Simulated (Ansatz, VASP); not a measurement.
# BaPbO3 in two plane-wave programs, part 2 of 2

Wanted: the spread between two codes on one cell, functional and k mesh. The cell is taken from a series of runs on this material, whose earlier steps may have relaxed, scaled, displaced or heated it; both programs get it as it stands.

VASP 6.6.1 and Ansatz 0.2.0.

So far: Starting point; VASP: zone-centre phonons, PBEsol.

### Step 2. VASP: zone-centre phonons, PBEsol (continued)

Level of this step: PBEsol; plane waves and PAW (Ba_sv, Pb_d, O) (VASP).

Numbers of over 12 decimals in the logs are rounded to 6 here.

Parts of OUTCAR (step 2):

```text
ion  position               nearest neighbor table
   1  0.500  0.500  0.500-   3 3.03   4 3.03   5 3.03   3 3.03   5 3.03   4 3.03   5 3.03   5 3.03
                             3 3.03   4 3.03   3 3.03   4 3.03   2 3.71   2 3.71   2 3.71   2 3.71
   2  0.000  0.000  0.000-   3 2.14   4 2.14   5 2.14   4 2.14   3 2.14   5 2.14   1 3.71   1 3.71
                             1 3.71   1 3.71   1 3.71   1 3.71   1 3.71   1 3.71
   3  0.000  0.500  0.000-   2 2.14   2 2.14   1 3.03   1 3.03   1 3.03   1 3.03
   4  0.000  0.000  0.500-   2 2.14   2 2.14   1 3.03   1 3.03   1 3.03   1 3.03
   5  0.500  0.000  0.000-   2 2.14   2 2.14   1 3.03   1 3.03   1 3.03   1 3.03

  LATTYP: Found a simple cubic cell.
 ALAT       =     4.2810684894

 Subroutine GETGRP returns: Found 48 space group operations
 (whereof 48 operations were pure point group operations)

The static configuration has the point symmetry O_h .

 Found     35 irreducible k-points:

   k-points           NKPTS =     35   k-points in BZ     NKDIM =     35   number of bands    NBANDS=     27

   dimension x,y,z NGX =    36 NGY =   36 NGZ =   36
   dimension x,y,z NGXF=    72 NGYF=   72 NGZF=   72

   ENCUT  =  600.0 eV  44.10 Ry    6.64 a.u.   8.55  8.55  8.55*2*pi/ulx,y,z

   NELECT =      42.0000    total number of electrons

 k-points in reciprocal lattice and weights: Automatic mesh
   0.00000000  0.00000000  0.00000000       0.002
   0.12500000  0.00000000  0.00000000       0.012
   0.25000000  0.00000000  0.00000000       0.012
   0.37500000  0.00000000  0.00000000       0.012
   0.50000000  0.00000000  0.00000000       0.006
   0.12500000  0.12500000  0.00000000       0.023
   0.25000000  0.12500000  0.00000000       0.047
   0.37500000  0.12500000  0.00000000       0.047
   0.50000000  0.12500000  0.00000000       0.023
[...]
0.50000000  0.50000000  0.37500000       0.012
   0.50000000  0.50000000  0.50000000       0.002

 average (electrostatic) potential at core
       1 -33.8360       2 -91.7669       3 -69.8691       4 -69.8691       5 -69.8691

  Total        0.3705856      0.3705856      0.3705856     -0.0000000     -0.0000000      0.0000000
[...]
POSITION                                       TOTAL-FORCE (eV/Angst)
 -----------------------------------------------------------------------------------
      2.14053      2.14053      2.14053         0.000000      0.000000      0.000000
      0.00000      0.00000      0.00000         0.000000      0.000000      0.000000
      0.00000      2.14053      0.00000         0.000000      0.000000      0.000000
      0.00000      0.00000      2.14053         0.000000      0.000000      0.000000
      2.14053      0.00000      0.00000         0.000000      0.000000      0.000000
 -----------------------------------------------------------------------------------
    total drift:                                0.000000      0.000000     -0.000000

 Eigenvectors and eigenvalues of the dynamical matrix
 ----------------------------------------------------

   1 f  =   17.067127 THz   107.235925 2PiTHz  569.298094 cm-1    70.583936 meV
             X         Y         Z           dx          dy          dz
      2.140534  2.140534  2.140534     0.009367    0.002556    0.000000
      0.000000  0.000000  0.000000     0.201705    0.055042    0.000000
      0.000000  2.140534  0.000000     0.090619   -0.255039   -0.000000
      0.000000  0.000000  2.140534     0.090619    0.024728    0.000000
      2.140534  0.000000  0.000000    -0.934612    0.024728   -0.000000

   2 f  =   17.067127 THz   107.235925 2PiTHz  569.298094 cm-1    70.583936 meV
             X         Y         Z           dx          dy          dz
      2.140534  2.140534  2.140534    -0.002535    0.009291    0.001233
      0.000000  0.000000  0.000000    -0.054596    0.200071    0.026558
      0.000000  2.140534  0.000000    -0.024528   -0.927041    0.011932
      0.000000  0.000000  2.140534    -0.024528    0.089885   -0.123060
      2.140534  0.000000  0.000000     0.252973    0.089885    0.011932

   3 f  =   17.067127 THz   107.235925 2PiTHz  569.298094 cm-1    70.583936 meV
             X         Y         Z           dx          dy          dz
      2.140534  2.140534  2.140534     0.000325   -0.001190    0.009631
      0.000000  0.000000  0.000000     0.006992   -0.025622    0.207387
      0.000000  2.140534  0.000000     0.003141    0.118719    0.093172
      0.000000  0.000000  2.140534     0.003141   -0.011511   -0.960937
      2.140534  0.000000  0.000000    -0.032396   -0.011511    0.093172

   4 f  =    4.003996 THz    25.157847 2PiTHz  133.558921 cm-1    16.559188 meV
             X         Y         Z           dx          dy          dz
      2.140534  2.140534  2.140534    -0.389134   -0.002967    0.000000
      0.000000  0.000000  0.000000     0.587949    0.004483   -0.000000
      0.000000  2.140534  0.000000    -0.501082    0.000197    0.000000
      0.000000  0.000000  2.140534    -0.501082   -0.003821   -0.000000
      2.140534  0.000000  0.000000     0.025821   -0.003821    0.000000

   5 f  =    4.003996 THz    25.157847 2PiTHz  133.558921 cm-1    16.559188 meV
             X         Y         Z           dx          dy          dz
      2.140534  2.140534  2.140534    -0.002967    0.389134    0.000000
      0.000000  0.000000  0.000000     0.004483   -0.587949   -0.000000
      0.000000  2.140534  0.000000    -0.003821   -0.025821    0.000000
      0.000000  0.000000  2.140534    -0.003821    0.501082   -0.000000
      2.140534  0.000000  0.000000     0.000197    0.501082   -0.000000

   6 f  =    4.003996 THz    25.157847 2PiTHz  133.558921 cm-1    16.559188 meV
             X         Y         Z           dx          dy          dz
      2.140534  2.140534  2.140534     0.000000   -0.000000    0.389145
      0.000000  0.000000  0.000000    -0.000000    0.000000   -0.587966
      0.000000  2.140534  0.000000    -0.000000    0.000000    0.501096
      0.000000  0.000000  2.140534     0.000000   -0.000000   -0.025821
      2.140534  0.000000  0.000000     0.000000   -0.000000    0.501096

   7 f  =    2.972697 THz    18.678006 2PiTHz   99.158496 cm-1    12.294081 meV
             X         Y         Z           dx          dy          dz
      2.140534  2.140534  2.140534    -0.000000   -0.000000   -0.000000
      0.000000  0.000000  0.000000     0.000000    0.000000    0.000000
      0.000000  2.140534  0.000000    -0.115454    0.000000    0.692124
      0.000000  0.000000  2.140534     0.115454   -0.087375    0.000000
      2.140534  0.000000  0.000000     0.000000    0.087375   -0.692124

   8 f  =    2.972697 THz    18.678006 2PiTHz   99.158496 cm-1    12.294081 meV
             X         Y         Z           dx          dy          dz
      2.140534  2.140534  2.140534     0.000000   -0.000000   -0.000000
      0.000000  0.000000  0.000000    -0.000000    0.000000    0.000000
      0.000000  2.140534  0.000000     0.695734    0.000000    0.120739
      0.000000  0.000000  2.140534    -0.695734    0.037099    0.000000
      2.140534  0.000000  0.000000    -0.000000   -0.037099   -0.120739

   9 f  =    2.972697 THz    18.678006 2PiTHz   99.158496 cm-1    12.294081 meV
             X         Y         Z           dx          dy          dz
      2.140534  2.140534  2.140534     0.000000   -0.000000   -0.000000
      0.000000  0.000000  0.000000     0.000000    0.000000    0.000000
      0.000000  2.140534  0.000000    -0.051233    0.000000    0.079912
      0.000000  0.000000  2.140534     0.051233    0.700706    0.000000
      2.140534  0.000000  0.000000    -0.000000   -0.700706   -0.079912

  10 f  =    1.955929 THz    12.289467 2PiTHz   65.242781 cm-1     8.089070 meV
             X         Y         Z           dx          dy          dz
      2.140534  2.140534  2.140534     0.236865   -0.659983    0.050545
      0.000000  0.000000  0.000000    -0.098139    0.273447   -0.020942
      0.000000  2.140534  0.000000    -0.150788    0.133873   -0.032177
      0.000000  0.000000  2.140534    -0.150788    0.420143   -0.010253
      2.140534  0.000000  0.000000    -0.048047    0.420143   -0.032177

  11 f  =    1.955929 THz    12.289467 2PiTHz   65.242781 cm-1     8.089070 meV
             X         Y         Z           dx          dy          dz
      2.140534  2.140534  2.140534     0.661884    0.235639   -0.024921
      0.000000  0.000000  0.000000    -0.274235   -0.097631    0.010325
      0.000000  2.140534  0.000000    -0.421353   -0.047798    0.015865
      0.000000  0.000000  2.140534    -0.421353   -0.150007    0.005055
      2.140534  0.000000  0.000000    -0.134259   -0.150007    0.015865

  12 f  =    1.955929 THz    12.289467 2PiTHz   65.242781 cm-1     8.089070 meV
             X         Y         Z           dx          dy          dz
      2.140534  2.140534  2.140534    -0.006454   -0.055984   -0.700758
      0.000000  0.000000  0.000000     0.002674    0.023196    0.290341
      0.000000  2.140534  0.000000     0.004108    0.011356    0.446100
      0.000000  0.000000  2.140534     0.004108    0.035639    0.142144
      2.140534  0.000000  0.000000     0.001309    0.035639    0.446100

  13 f/i=    0.010387 THz     0.065261 2PiTHz    0.346458 cm-1     0.042955 meV
             X         Y         Z           dx          dy          dz
      2.140534  2.140534  2.140534    -0.468303    0.367320   -0.001794
      0.000000  0.000000  0.000000    -0.570513    0.447490   -0.002186
      0.000000  2.140534  0.000000    -0.156947    0.124130   -0.000601
      0.000000  0.000000  2.140534    -0.156947    0.123104   -0.000606
      2.140534  0.000000  0.000000    -0.158255    0.123104   -0.000601

  14 f/i=    0.010387 THz     0.065261 2PiTHz    0.346458 cm-1     0.042955 meV
             X         Y         Z           dx          dy          dz
      2.140534  2.140534  2.140534     0.367224    0.468237    0.011610
      0.000000  0.000000  0.000000     0.447373    0.570434    0.014144
      0.000000  2.140534  0.000000     0.123072    0.158233    0.003891
      0.000000  0.000000  2.140534     0.123072    0.156925    0.003923
      2.140534  0.000000  0.000000     0.124097    0.156925    0.003891

  15 f/i=    0.010387 THz     0.065261 2PiTHz    0.346458 cm-1     0.042955 meV
             X         Y         Z           dx          dy          dz
      2.140534  2.140534  2.140534     0.008577    0.008028   -0.595060
      0.000000  0.000000  0.000000     0.010449    0.009780   -0.724937
      0.000000  2.140534  0.000000     0.002874    0.002713   -0.199429
      0.000000  0.000000  2.140534     0.002874    0.002691   -0.201091
      2.140534  0.000000  0.000000     0.002898    0.002691   -0.199429

 ELASTIC MODULI CONTR FROM IONIC RELAXATION (kBar)
 Direction    XX          YY          ZZ          XY          YZ          ZX
 --------------------------------------------------------------------------------
 XX           0.0000      0.0000      0.0000      0.0000      0.0000      0.0000
 YY           0.0000      0.0000      0.0000      0.0000      0.0000      0.0000
 ZZ           0.0000      0.0000      0.0000      0.0000      0.0000      0.0000
 XY           0.0000      0.0000      0.0000      0.0000      0.0000      0.0000
 YZ           0.0000      0.0000      0.0000      0.0000      0.0000      0.0000
 ZX           0.0000      0.0000      0.0000      0.0000      0.0000      0.0000
 --------------------------------------------------------------------------------
```

Energies printed during the response cycles are not total energies of the cell.

### Step 3. Ansatz: zone-centre phonons, PBEsol

Ansatz runs on its PAW soft_1 files.

The same cell, functional, mesh and smearing now go to Ansatz, which takes its cutoff from its data sets.

The input, input.yaml:

```yaml
crystal:
  lattice:
    - [4.2810684894, 0.0, 0.0]
    - [0.0, 4.2810684894, 0.0]
    - [0.0, 0.0, 4.2810684894]
  atoms:
    - { symbol: Ba, position: [0.5, 0.5, 0.5] }
    - { symbol: Pb, position: [0.0, 0.0, 0.0] }
    - { symbol: O, position: [0.0, 0.5, 0.0] }
    - { symbol: O, position: [0.0, 0.0, 0.5] }
    - { symbol: O, position: [0.5, 0.0, 0.0] }
kpoints:
  mp_grid: { grid: [8, 8, 8] }
hamiltonian:
  xc: pbesol
  pseudopotentials: { kind: paw, azcp: { folder: soft_1 }, xc_functional: pbe }
scf:
  occupations: { method: methfessel_paxton, width: 0.2 }
output:
  eigenvalues: true
phonons:
  method: dfpt
```

Started as:

```
$ ansatz run input.yaml --threads 4 --pin off --max-ram 10240MiB --backend cpu --events-out ev --progress --plain --runs-dir out
```

What it wrote:

```text
zone centre: on kpoints.mp_grid the ground state, and the responses unless they are solved on pairs of k-points, stand on 125 of the mesh's 512 k-points, reduced under 8 symmetry operations, with k and −k counted as one. Each operation leaves every solved displacement unchanged or reverses it
Engine: ansatz 0.2.0, aarch64-unknown-linux-gnu
Pseudopotentials: kind: paw
Pseudopotential: Ba, paw, valence charge 10, recommended cutoff 420 eV (normal), soft_1/Ba.paw.azcp
Pseudopotential: Pb, paw, valence charge 14, recommended cutoff 420 eV (normal), soft_1/Pb.paw.azcp
Pseudopotential: O, paw, valence charge 6, recommended cutoff 420 eV (normal), soft_1/O.paw.azcp
Functional definition: PBEsol
  exchange = pbesol_x
  correlation = pbesol_c
Crystal: 5 atoms, lattice volume = 78.461 Å³
Basis set: ecut = 420 eV, 1551 PW (Γ), exchange–correlation on 60×60×60 points (8 copies of the dense FFT grid, shifted against one another)
Bands: 26, of which v1, the nominal top of the filled ones, is band 21 counted from 1 (20 counted from 0)
Symmetry: 48 space group operations
k-points: 125 of 512 (irreducible under 8 space group operations)
Non-local potential: Ba, projectors of the file, l = 0: 3, l = 1: 2, l = 2: 2, l = 3: 2
Non-local potential: Pb, projectors of the file, l = 0: 2, l = 1: 2, l = 2: 2, l = 3: 1
Non-local potential: O, projectors of the file, l = 0: 2, l = 1: 2, l = 2: 1
PAW form: soft (Blöchl's): semilocal exchange-correlation on the pseudo side does not see the compensation charge
PAW frozen core: Ba, regenerated for the run's functional, and the local potential with it (the file was generated under x = pbe(κ = 0.804, μ = 0.219515), c = pbe(β = 0.066725))
PAW frozen core: Pb, regenerated for the run's functional, and the local potential with it (the file was generated under x = pbe(κ = 0.804, μ = 0.219515), c = pbe(β = 0.066725))
PAW frozen core: O, regenerated for the run's functional, and the local potential with it (the file was generated under x = pbe(κ = 0.804, μ = 0.219515), c = pbe(β = 0.066725))
PAW one-centre angular grid: Ba, 194 points (default); XC on 64 Gauss nodes
PAW one-centre angular grid: Pb, 590 points (default); XC on 64 Gauss nodes
PAW one-centre angular grid: O, 110 points (default); XC on 64 Gauss nodes
Initial density: superposition of atomic densities (chi_scale 0.1, normalization cell, long waves kept (reshape's long-wave potential 0.00 eV rms))
Initial wavefunctions: pseudopotential atomic-orbital guess
Functional: x = pbesol(κ = 0.804, μ = 0.123457), c = pbesol(β = 0.046)
SCF iter   1: F=—  HF=-19304.939873 eV  |F-HF|=—  |Δ(HF+E_count)|=         —  Δρ=5.67e-2  dr2=3.60e0  ethr=3.10e-3  ⟨swp⟩=10.9  Hψ=21582  notcnv=0
preconditioner: auto → Resta (q_TF=auto, 2.458 Å⁻¹)  ε∞=4.8  [insulator: Δε(μ)=0.307 eV  Ē_g=13.648 eV  σ=0.200 eV  W_gap=0.63  n_scr=18 (ndim 8)  ℏωp=26.5 eV  f_vac=0.000  D(μ)=0.30/eV (n_scr^D=0)  ε∞_Penn≈4.8]
SCF iter   2: F=—  HF=-19304.046680 eV  |F-HF|=—  |Δ(HF+E_count)|=   8.93e-1  S|Δr|=    0.00e0  Δρ=3.21e-2  dr2=1.32e0  ethr=3.10e-3  ⟨swp⟩=4.0  Hψ=6940  notcnv=0  defer=117
SCF iter   3: F=—  HF=-19303.526609 eV  |F-HF|=—  |Δ(HF+E_count)|=   5.20e-1  S|Δr|=    0.00e0  Δρ=8.23e-3  dr2=8.01e-2  ethr=3.10e-3  ⟨swp⟩=4.4  Hψ=6195  notcnv=0  defer=117
SCF iter   4: F=—  HF=-19303.498185 eV  |F-HF|=—  |Δ(HF+E_count)|=   2.84e-2  S|Δr|=    0.00e0  Δρ=1.90e-3  dr2=2.71e-3  ethr=1.91e-4  ⟨swp⟩=3.8  Hψ=7623  notcnv=0  defer=118
SCF iter   5: F=—  HF=-19303.498127 eV  |F-HF|=—  |Δ(HF+E_count)|=   5.81e-5  S|Δr|=    0.00e0  Δρ=3.61e-4  dr2=1.24e-4  ethr=6.46e-6  ⟨swp⟩=2.6  Hψ=5635  notcnv=0  defer=117
SCF iter   6: F=—  HF=-19303.498118 eV  |F-HF|=—  |Δ(HF+E_count)|=   9.06e-6  S|Δr|=    0.00e0  Δρ=7.75e-5  dr2=3.57e-6  ethr=2.96e-7  ⟨swp⟩=2.5  Hψ=5865  notcnv=0  defer=117
SCF iter   7: F=—  HF=-19303.498119 eV  |F-HF|=—  |Δ(HF+E_count)|=   1.74e-6  S|Δr|=    0.00e0  Δρ=2.06e-5  dr2=3.19e-7  ethr=8.51e-9  ⟨swp⟩=2.1  Hψ=5502  notcnv=0  defer=117
SCF iter   8: F=—  HF=-19303.498120 eV  |F-HF|=—  |Δ(HF+E_count)|=   3.29e-7  S|Δr|=    0.00e0  Δρ=4.71e-6  dr2=2.05e-8  ethr=7.59e-10  ⟨swp⟩=2.1  Hψ=4905  notcnv=0  defer=117
SCF iter   9: F=—  HF=-19303.498120 eV  |F-HF|=—  |Δ(HF+E_count)|=   2.73e-8  S|Δr|=    0.00e0  Δρ=1.35e-6  dr2=1.55e-9  ethr=4.88e-11  ⟨swp⟩=2.5  Hψ=6042  notcnv=0  defer=117
SCF iter  10: F=—  HF=-19303.498120 eV  |F-HF|=—  |Δ(HF+E_count)|=  8.73e-11  S|Δr|=    0.00e0  Δρ=4.44e-7  dr2=9.57e-11  ethr=3.69e-12  ⟨swp⟩=2.4  Hψ=5795  notcnv=0  defer=119
SCF iter  11: F=-19303.498120 eV  HF=-19303.498120 eV  |F-HF|=7.28e-12  |Δ(HF+E_count)|=  3.64e-12  S|Δr|=    0.00e0  Δρ=7.80e-8  dr2=3.01e-12  ethr=1.00e-12  ⟨swp⟩=19.4  Hψ=26114  notcnv=0
SCF 1 converged in 11 iterations: F = -19303.498120 eV  dr2 = 3.01e-12
  greatest PAW one-centre occupation: 0.986 electrons in one spin orbital (limit 2), on the Pb atom at site 1 (counted from 0), in its partial waves of l = 2
DFPT response loops at Γ: preconditioner auto → Kerker (q_TF=auto, 2.458 Å⁻¹) (partly filled bands, converged f_vac=0.000); β = 1.00, the filter's whole step (`scf.mixing.beta` (0.50) is not read by the response loops under this deck's `scf.mixing.preconditioner`; to damp them name `kerker` or `kerker_dos`, under which they read `scf.mixing.beta`, and type it under 1.00, their step now; both keys bind the ground state too); Broyden in place of MSR1
SCF converged after 11 iterations
Stability not checked: this state was not tested for a lower state beside it, because cold or Methfessel-Paxton smearing, or corrected tetrahedra, fill the levels in a way that the test cannot read (fill_not_monotonic; see scf.lower_state_search)
Free energy (F): -19303.498120 eV
Harris-Foulkes:  -19303.498120 eV  (|F-HF|=7.28e-12)
Internal energy: -19303.509129 eV  (E = F + TS)
E sigma→0 (E₀):  -19303.500872 eV
Entropy (-TS):   0.011009 eV (2.202 meV/atom)
Fermi energy:    9.133921 eV
--- Per-component energies (eV) ---
  E_band       = -15.329038
  E_kinetic    = 958.979891
  E_local      = -2322.977762  (includes V_loc(G=0)·N_el)
  E_nonlocal   = 567.517735
  E_hartree    = 888.829647
  E_xc         = -608.539443
  E_vxc        = -533.905020  (∫ρ·V_xc dr)
  E_paw        = -15836.631062  (= ΣΔE_a)
  E_vpaw       = -462.605329  (= ΣTr[D̂ρ^β])
  E_aug_tail   = 0.002234  (compensation charges beyond the density's cutoff)
  E_ewald      = -2951.009838
  E_core_change = 0.319471  (= ΣΔE_core)
  E_smearing   = 0.011009  (= −TS)
  E_closure    = 0.000000  (closes the sum)
  Σ components = -19303.498120   (vs F -19303.498120, Δ=0.00e0)
--- Band table (eV; the first three rows and the last of 125) ---
  k-point 0: bands = [... 17 lower, 8.1490, 8.1490, 8.5166, 8.5166, 8.5166, 13.8033, 13.8033, 15.5002, ... 1 higher]
  k-point 1: bands = [... 17 lower, 8.1201, 8.1201, 8.4847, 8.4847, 8.9870, 14.0241, 14.0325, 15.7890, ... 1 higher]
  k-point 2: bands = [... 17 lower, 8.0625, 8.0625, 8.4093, 8.4093, 10.3010, 14.5671, 14.6166, 16.2365, ... 1 higher]
  k-point 124: bands = [... 17 lower, 9.0650, 9.0650, 9.1350, 9.1350, 13.9133, 13.9133, 13.9133, 15.8997, ... 1 higher]
--- Phonons (Γ-DFPT): 4 representative perturbations + reference, on 125 of 512 k-points (Σ response iterations 13) ---
  k mesh reduced under 8 symmetry operations, with k and −k counted as one. Each operation leaves every solved displacement unchanged or reverses it
  ASR residual: 4.594e-5 → 0.000e0 eV/Å²; symmetrization residual: 1.057e-6 eV/Å²
  ASR residual per site (eV/Å²): 3.79e-6 6.73e-6 4.59e-5 4.59e-5 4.59e-5
  Γ frequencies (cm⁻¹): 0.00 0.00 0.00 44.03 44.03 44.03 83.25 83.25 83.25 130.93 130.93 130.93 564.33 564.33 564.33
  non-analytic LO–TO correction: not included (Born effective charges unavailable; polar crystals: no LO–TO splitting at Γ)
```

Reading the cycles: dr2 is the Hartree energy of the density residual (eV), the measure of convergence; HF is the Harris–Foulkes estimate of the energy, which meets the free energy F at convergence.

### Step 4. Side by side

Known differences besides the potentials themselves: the cutoff is 420 eV in Ansatz and 600 eV in VASP; Ansatz makes its cores anew for this functional, VASP keeps those of its PBE data sets. Total energies have different zeros and are not compared.

Both answers:

```tsv
quantity	Ansatz	VASP	difference
optical mode 1 to 3 (cm⁻¹)	44.0	65.2	-21.2
optical mode 4 to 6 (cm⁻¹)	83.2	99.2	-16.04 %
optical mode 7 to 9 (cm⁻¹)	130.9	133.6	-1.97 %
optical mode 10 to 12 (cm⁻¹)	564.3	569.3	-0.87 %
```

Modes are paired by rising frequency, not by their patterns, so a pair may set unlike modes beside each other; they are those without the splitting of longitudinal modes.

### Step 5. Summary of results

| Item | Value |
| --- | --- |
| r.m.s. difference of the optical zone-centre modes, each program's sorted by frequency (zone-centre phonons, PBEsol) | 14 cm⁻¹ |
| difference in optical mode 4 to 6 (zone-centre phonons, PBEsol) | -16.0 % |

The r.m.s. difference of the optical zone-centre modes, each program's sorted by frequency is 14 cm⁻¹ (zone-centre phonons, PBEsol). Among the rows given in per cent, the largest difference of the zone-centre phonons, PBEsol pair is in optical mode 4 to 6, -16.0 %. What causes the difference of the zone-centre phonons, PBEsol pair stays open here. Such differences can come from data sets, numerical settings and the points named under the comparisons, not from the functional's error against experiment.

[Lines on the potential files, build, host, timing and source positions are cut from VASP's logs without a mark.]

[Logs are printed without paths, hosts, clocks, repeated set-up lines and the standing remarks that a program may print on its own settings, such as how far it seeks lower states.]

[Hosts, paths, dates, database ids (printed as entryN), source tags and the programs' standing remarks are cut or masked in the printed files.]
